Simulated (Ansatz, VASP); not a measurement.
# Cross-check of SnTeSe between VASP and Ansatz, part 2 of 2

Wanted: the spread between two codes on one cell, functional and k mesh. Of the first pair: The cell is taken from a series of runs on this material, whose earlier steps may have relaxed, scaled, displaced or heated it; both programs get it as it stands.

VASP 6.6.1 and Ansatz 0.2.0.

So far. Step 2 (VASP: single point, PBE, pair 1): The run ends at a pressure of 4.59 GPa, with forces up to 3.0 eV/Å.

**6. VASP: single point, PBE, start cell, pair 2**

Level of this step: PBE; plane waves and PAW (Sn_d, Se, Te) (VASP).

The same cell, functional, mesh and smearing now go to VASP, with its own data sets.

INCAR

```
SYSTEM = SnTeSe
PREC = Accurate
ENCUT = 400
EDIFF = 1E-06
NELM = 120
ISMEAR = 1
SIGMA = 0.2
LREAL = .FALSE.
ALGO = Normal
GGA = PE
NBANDS = 19
LORBIT = 11
LWAVE = .FALSE.
LCHARG = .FALSE.
ISIF = 2
LDIPOL = .TRUE.
IDIPOL = 3
DIPOL = 0.5 0.5 0.332
LVHAR = .TRUE.
LASPH = .TRUE.
GGA_COMPAT = .FALSE.
NELMDL = -8
KPAR = 2
```

POSCAR

```
SnTeSe
1.0
    3.8728339103      0.0000000000      0.0000000000
   -1.9364169551      3.3539725510      0.0000000000
    0.0000000000      0.0000000000     30.0000000000
Sn Se Te
1 1 1
Direct
    0.0000000000      0.0000000000      0.3355929000
    0.3333333333      0.6666666667      0.3882739333
    0.6666666667      0.3333333333      0.2727998333
```

KPOINTS

```
Automatic mesh
0
Gamma
12 12 1
0 0 0
```

Potentials, in the order of the species: Sn_d, Se and Te (PBE family, release 64).

Run with:

```bash
$ mpirun -np 2 vasp_std
```

Numbers of over 12 decimals in the logs are rounded to 6 here.

Log:

```text
[... set-up lines as in an earlier step ...]
 entering main loop
       N       E                     dE             d eps       ncg     rms          rms(c)
DAV:   1     0.157499249980E+03    0.15750E+03   -0.93137E+03   874   0.836E+02
DAV:   2     0.550783796096E+01   -0.15199E+03   -0.14914E+03   958   0.203E+02
DAV:   3    -0.106626895778E+02   -0.16171E+02   -0.16113E+02   911   0.779E+01
DAV:   4    -0.111265852890E+02   -0.46390E+00   -0.46294E+00  1037   0.158E+01
[...]
DAV:  25    -0.109612142158E+02   -0.15925E-05   -0.30701E-08   762   0.566E-04    0.257E-04
DAV:  26    -0.109612152835E+02   -0.10677E-05   -0.11113E-08   710   0.387E-04    0.136E-04
DAV:  27    -0.109612157448E+02   -0.46128E-06   -0.42629E-09   659   0.240E-04
   1 F= -.10961216E+02 E0= -.10961277E+02  d E =0.182699E-03
```

From OUTCAR (step 6):

```text
  Total        1.8005432      1.8005432      0.4407528      0.0000000     -0.0000000     -0.0000000
  in kB        7.4029445      7.4029445      1.8121580      0.0000000     -0.0000000     -0.0000000
  external PRESSURE =       5.5393490 kB  Pullay stress =       0.0000000 kB

 POSITION                                       TOTAL-FORCE (eV/Angst)
 -----------------------------------------------------------------------------------
      0.00000      0.00000     10.06779         0.000000      0.000000      0.021429
     -0.00000      2.23598     11.64822        -0.000000     -0.000000      0.122573
      1.93642      1.11799      8.18399         0.000000     -0.000000     -0.144003
 -----------------------------------------------------------------------------------
    total drift:                                0.000000     -0.000000      0.001295

  FREE ENERGIE OF THE ION-ELECTRON SYSTEM (eV)
  ---------------------------------------------------
  free  energy   TOTEN  =       -10.9612157448 eV

  energy  without entropy=      -10.9613984441  energy(sigma->0) =      -10.96127664

[... 3 further parts left out ...]
[key lines of the parts left out:]
E-fermi :  -2.6359
```

The run ends at a pressure of 0.55 GPa, with forces up to 0.14 eV/Å.

**7. Comparison**

What differs besides the data sets and the points named for the pairs above, as far as they apply: the data sets hold 46 valence electrons in Ansatz (on its PAW soft_1 files) and 26 in VASP. Total energies have different zeros and are not compared.

Forces (eV/Å; atoms numbered as in POSCAR):

| atom | Ansatz x, y, z | VASP x, y, z |
| --- | --- | --- |
| Sn1 | 0.000, 0.000, 0.026 | 0.000, 0.000, 0.021 |
| Se2 | 0.000, 0.000, 0.107 | 0.000, 0.000, 0.123 |
| Te3 | 0.000, 0.000, -0.132 | 0.000, 0.000, -0.144 |

The forces differ by 6.8 meV/Å r.m.s., which is 10.7 % of the r.m.s. force of 0.063 eV/Å (both taken over all components). With vacuum in the cell, a pressure given here is an average over mostly empty space and none of the material.

**8. Ansatz: relaxation, PBE**

The two programs are compared at the cell with which this relaxation starts, whose forces are those of its first step.

The structure compared here is the start of the Ansatz relaxation; VASP solves that cell, so the two are compared at the walk's first step.

input.yaml

```yaml
crystal:
  lattice:
    - [3.9127600331, 0.0, 0.0]
    - [-1.9563800165, 3.3885495876, 0.0]
    - [0.0, 0.0, 30.0]
  atoms:
    - { symbol: Sn, position: [0.0, 0.0, 0.3354445384] }
    - { symbol: Se, position: [0.3333333333, 0.6666666667, 0.3878000341] }
    - { symbol: Te, position: [0.6666666667, 0.3333333333, 0.2734220941] }
  periodic: [true, true, false]
kpoints:
  mp_grid: { grid: [12, 12, 1] }
hamiltonian:
  xc: pbe
  pseudopotentials: { kind: paw, azcp: { folder: soft_1 } }
scf:
  occupations: { method: methfessel_paxton, width: 0.2 }
output:
  forces: true
  stress: true
  eigenvalues: true
relax:
  adjacent_minimum: "off"
  f_tol: 0.001
  max_steps: 60
```

Run with:

```bash
$ ansatz run input.yaml --threads 8 --pin off --max-ram 16384MiB --backend cpu --events-out ev --progress --plain --runs-dir out
```

Log:

```text
[...]
Crystal: 3 atoms, lattice volume = 397.757 Å³
Basis set: ecut = 420 eV, 7853 PW (Γ), exchange–correlation on 54×54×432 points (8 copies of the dense FFT grid, shifted against one another)
Bands: 28, of which v1, the nominal top of the filled ones, is band 23 counted from 1 (22 counted from 0)
Symmetry: 6 space group operations
[...]
--- Relaxed structure (5 steps of the walk, 4 accepted, 0 SCFs on fresh bases) ---
  F+E_penalty+E_count = -18473.93628577 eV   max|allowed force component| = 3.630e-5 eV/Å
  cell:  # Å, volume = 397.7574 Å³
    - [3.912760, -2.8867538643401792e-11, 0.0]
    - [-1.956380, 3.388550, 0.0]
    - [0.0, 0.0, 30.0]
  atoms:
    - { symbol: Sn, position: [1.0373474488450528e-19, 0, 0.335593] }
    - { symbol: Se, position: [0.333333, 0.666667, 0.388274] }
    - { symbol: Te, position: [0.666667, 0.333333, 0.272800] }
[key lines of the parts left out:]
SCF converged after 4 iterations
Free energy (F): -18473.936286 eV
Fermi energy:    -5.040561 eV
P = ½ c Tr σ = 1.2497 N/m
```

**9. VASP: single point, PBE, start cell, pair 3**

The same cell, functional, mesh and smearing now go to VASP, with its own data sets.

INCAR is that of step 6.

POSCAR

```
SnTeSe
1.0
    3.9127600331      0.0000000000      0.0000000000
   -1.9563800165      3.3885495876      0.0000000000
    0.0000000000      0.0000000000     30.0000000000
Sn Se Te
1 1 1
Direct
    0.0000000000      0.0000000000      0.3354445333
    0.3333333333      0.6666666667      0.3878000333
    0.6666666667      0.3333333333      0.2734221000
```

KPOINTS is that of step 6.

Run with:

```bash
$ mpirun -np 2 vasp_std
```

Log:

```text
[... set-up lines as in an earlier step ...]
 entering main loop
       N       E                     dE             d eps       ncg     rms          rms(c)
DAV:   1     0.156454113498E+03    0.15645E+03   -0.92778E+03   874   0.827E+02
DAV:   2     0.473358127093E+01   -0.15172E+03   -0.14888E+03   996   0.203E+02
DAV:   3    -0.106756755392E+02   -0.15409E+02   -0.15356E+02   904   0.770E+01
DAV:   4    -0.111610857170E+02   -0.48541E+00   -0.48473E+00  1073   0.163E+01
[...]
DAV:  24    -0.109882561411E+02   -0.31407E-05   -0.49337E-08   755   0.999E-04    0.299E-04
DAV:  25    -0.109882574758E+02   -0.13347E-05   -0.32655E-08   756   0.551E-04    0.277E-04
DAV:  26    -0.109882583283E+02   -0.85244E-06   -0.76702E-09   708   0.318E-04
   1 F= -.10988258E+02 E0= -.10988181E+02  d E =-.231459E-03
```

Parts of OUTCAR (step 9):

```text
  Total        1.2306696      1.2306696      0.4261890      0.0000000      0.0000000     -0.0000000
  in kB        4.9571690      4.9571690      1.7167002      0.0000000      0.0000000     -0.0000000
  external PRESSURE =       3.8770128 kB  Pullay stress =       0.0000000 kB

 POSITION                                       TOTAL-FORCE (eV/Angst)
 -----------------------------------------------------------------------------------
      0.00000      0.00000     10.06334         0.000000     -0.000000      0.026521
     -0.00000      2.25903     11.63400         0.000000     -0.000000      0.116718
      1.95638      1.12952      8.20266        -0.000000      0.000000     -0.143239
 -----------------------------------------------------------------------------------
    total drift:                               -0.000000      0.000000      0.000004

  FREE ENERGIE OF THE ION-ELECTRON SYSTEM (eV)
  ---------------------------------------------------
  free  energy   TOTEN  =       -10.9882583283 eV

  energy  without entropy=      -10.9880268689  energy(sigma->0) =      -10.98818118

[... 1 part as in an earlier step ...]

[... 2 further parts left out ...]
[key lines of the parts left out:]
E-fermi :  -2.7709
```

The run ends at a pressure of 0.39 GPa, with forces up to 0.14 eV/Å.

**10. Differences**

What differs besides the data sets and the points named for the pairs above, as far as they apply: the data sets hold 46 valence electrons in Ansatz (on its PAW soft_1 files) and 26 in VASP. Total energies have different zeros and are not compared.

Forces (eV/Å; atoms numbered as in POSCAR):

```
atom        Ansatz x, y, z          VASP x, y, z
 Sn1   0.000, 0.000, 0.031   0.000, 0.000, 0.027
 Se2   0.000, 0.000, 0.101   0.000, 0.000, 0.117
 Te3  0.000, 0.000, -0.132  0.000, 0.000, -0.143
```

The forces differ by 6.6 meV/Å r.m.s., which is 10.6 % of the r.m.s. force of 0.062 eV/Å (both taken over all components). With vacuum in the cell, a pressure given here is an average over mostly empty space and none of the material.

**11. Outcome**

| Item | Value |
| --- | --- |
| r.m.s. force difference (single point, PBE, pair 1) | 1.1 % of the r.m.s. force |
| r.m.s. force difference (single point, PBE, start cell, pair 2) | 6.8 meV/Å |
| r.m.s. force difference (single point, PBE, start cell, pair 3) | 6.6 meV/Å |

What this shows: The r.m.s. force difference is 6.8 meV/Å (single point, PBE, start cell, pair 2), within the 12 meV/Å picked in this series as the mark of a large difference. The data sets hold unlike numbers of valence electrons (46 in Ansatz and 26 in VASP), so part of the differences comes from the potentials. 12 further runs of this series are not shown here. How closely two codes agree says nothing of how well the functional describes the real material.

[Lines on the potential files, build, host, timing and source positions are cut from VASP's logs without a mark.]

[Logs are printed without paths, hosts, clocks, repeated set-up lines and the standing remarks that a program may print on its own settings, such as how far it seeks lower states.]

[Hosts, paths, dates, database ids (printed as entryN), source tags and the programs' standing remarks are cut or masked in the printed files.]
